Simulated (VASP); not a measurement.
Here is the system:

```
CELL_PARAMETERS angstrom
     -2.96389     2.96389     1.61390
      2.96389    -2.96389     1.61390
      2.96389     2.96389    -1.61390
ATOMIC_POSITIONS crystal
  Sn 0.25000 0.75000 0.50000
  Sn 0.00000 0.00000 0.00000
```

Calculation: PBE GGA, VASP's PBE PAW potentials (set 64) (plane waves; VASP 6.6.1). Run with 520 eV cut-off, Gaussian smearing of 0.050 eV, potentials Sn_d.

Unless said otherwise, spin-orbit coupling is left out, though it shifts the bands of the heavy elements here.

### Question
What does the run give for the band gap (along the path) with the smallest direct gap where there is one?

### Answer

```json
{
  "band gap (along the path)": "none (metal, semimetal or under 0.01 eV)"
}
```

Total energies compare only between runs with the same potentials, cut-off and functional.

The compound is Sn in the beta structure. It was relaxed first.
